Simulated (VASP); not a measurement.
Runs of VASP 6.6.1 on C. The structure is hexagonal, space group P6_3/mmc (No. 194). Conventional cell: a = 2.461 Å, b = 2.461 Å, c = 6.976 Å, α = 90.00°, β = 90.00°, γ = 120.00°. C (site symmetry -6m2) has 3 C at 1.42 Å as nearest neighbours. C (site symmetry -6m2) has 3 C at 1.42 Å as nearest neighbours. The cell was built by a generator and needn't be a form met in nature.

```csv
level,potentials or basis,gap on the mesh (eV),pressure (GPa)
vdW-DF,"VASP PAW PBE potentials, release 64 (C)",0.68,(c)
PBEsol,"VASP PAW PBE potentials, release 64 (C)",0.67,0.1
r2SCAN,"VASP PAW PBE potentials, release 64 (C)",0.72,-1.5
LDA,"VASP PAW LDA potentials, release 64 (C)",0.65,-4.8
SCAN,"VASP PAW PBE potentials, release 64 (C)",0.72,(a)
vdW-DF2,"VASP PAW PBE potentials, release 64 (C)",0.65,5.0
optB88-vdW,"VASP PAW PBE potentials, release 64 (C)",0.66,(b)
optB86b-vdW,"VASP PAW PBE potentials, release 64 (C)",0.66,1.6
rev-vdW-DF2,"VASP PAW PBE potentials, release 64 (C)",0.66,1.1
SCAN+rVV10,"VASP PAW PBE potentials, release 64 (C)",0.71,-3.0
r2SCAN+rVV10,"VASP PAW PBE potentials, release 64 (C)",0.72,-1.6
```

Alike in all rows: task single point; no spin polarisation; cell as given; k mesh 16 × 16 × 4; cutoff (eV) 520; smearing fermi-dirac 0.05 eV.

**Question.** Estimate the missing entries.

**Answer.** (a) -2.6; (b) 1.3; (c) 5.8.

Caveats: the PAW data sets were made with another functional, which shifts forces and pressure a little (some runs); this functional lacks dispersion, which binds the layers, so the pressure and a relaxed spacing across them are unreliable (some runs).

A k mesh can miss the band edges.

Runs at the PBE level aren't shown here.
